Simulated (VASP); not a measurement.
Input for VASP

INCAR:
```
! general
SYSTEM =CuAu
PREC   =Accurate
ENCUT  =520
LREAL  =.False.
LASPH  =.True.

! electronic loop
EDIFF  =1E-7
NELM   =100
ALGO   =Normal
LMAXMIX=6

! smearing
ISMEAR =1
SIGMA  =0.1

! functional
GGA    =91

! ions
IBRION =2
NSW    =30
ISIF   =4
EDIFFG =-0.01

! output
LWAVE  =.False.
LCHARG =.False.
```

**POSCAR**
```
CuAu
1
    2.8458526234     0.0000000000     0.0000000000
    0.0000000000     2.8458526234     0.0000000000
    0.0000000000     0.0000000000     3.7284964312
Cu Au
1 1
Direct
  0.0000000000   1.0000000000   0.0000000000
  0.5000000000   0.5000000000   0.5000000000
```

**KPOINTS**
```
K-points
0
gamma
  13 13 10
```

POTCAR, in this order: Cu Au (PBE.64 set). Program: vasp_std.

Q: Translate this PW91 calculation to Quantum ESPRESSO's pw.x.

A: One equivalent input (not run):
```
&CONTROL
  calculation = 'vc-relax'
  pseudo_dir = './pseudo'
  outdir = './out'
  tprnfor = .true.
  tstress = .true.
  nstep = 30
  forc_conv_thr = 0.00039
/
&SYSTEM
  ibrav = 0
  nat = 2
  ntyp = 2
  ecutwfc = 92
  occupations = 'smearing'
  smearing = 'methfessel-paxton'
  degauss = 0.00735
  input_dft = 'pw91'
/
&ELECTRONS
  conv_thr = 7.3e-09
  electron_maxstep = 100
/
&IONS
/
&CELL
  cell_dofree = 'shape'
/
ATOMIC_SPECIES
  Cu 63.546 Cu.upf
  Au 196.967 Au.upf
CELL_PARAMETERS angstrom
     2.8458526    0.0000000    0.0000000
     0.0000000    2.8458526    0.0000000
     0.0000000    0.0000000    3.7284964
ATOMIC_POSITIONS crystal
  Cu   0.0000000  1.0000000  0.0000000
  Au   0.5000000  0.5000000  0.5000000
K_POINTS automatic
  13 13 10 0 0 0
```
What does not carry over: the potentials are each code's own (VASP's PAW set, PseudoDojo norm-conserving files in pw.x), so ENCUT and ecutwfc are chosen apart and not converted; conv_thr bounds pw.x's estimated SCF error, while EDIFF bounds the energy change between steps; forc_conv_thr acts on force components and is met together with etot_conv_thr.

The compound is CuAu in the L1_0 structure. This run relaxes it. Symmetry was kept, so distortions that lower it aren't found.
